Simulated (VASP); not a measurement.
Crystal: Ti.

```xyz
2
Lattice="2.9000 0.0000 0.0000 -1.4500 2.5115 0.0000 0.0000 0.0000 4.6000" Properties=species:S:1:pos:R:3 pbc="T T T"
Ti    0.0000    1.6743    1.1500
Ti    1.4500    0.8372    3.4500
```

The cell was built by a generator and needn't be a form met in nature.

| Property | Result |
| --- | --- |
| Program | VASP 6.6.1 |
| Task | relaxation of cell and atoms |
| Functional | LDA |
| Potentials or basis | VASP PAW LDA potentials, release 64 (Ti_sv) |
| Cutoff | 600 eV |
| k mesh | 16 × 16 × 10 |
| Occupations | methfessel-paxton, width 0.1 eV |
| Spin | no spin polarisation |

At the start: pressure -4.9 GPa; volume 16.75 Å³/atom.

Q: Where does the relaxation end?

A: Over 3 steps the energy falls by 10.7 meV/atom and the volume is 16.07 Å³/atom (-4.1 %); space group P6_3/mmc (No. 194, to 0.05 Å).

Step by step:
```csv
step,energy change (eV),largest force (eV/Å),pressure (GPa),volume (Å³)
1,0.0000,0.0000,-4.85,33.50
2,-0.0076,0.0000,4.41,31.10
3,-0.0214,0.0000,0.00,32.14
```

Final structure:
```
Ti
1.0
     2.86129    0.00000    0.00000
    -1.43064    2.47795    0.00000
     0.00000    0.00000    4.53310
Ti
2
Direct
  0.33333 0.66667 0.25000
  0.66667 0.33333 0.75000
```
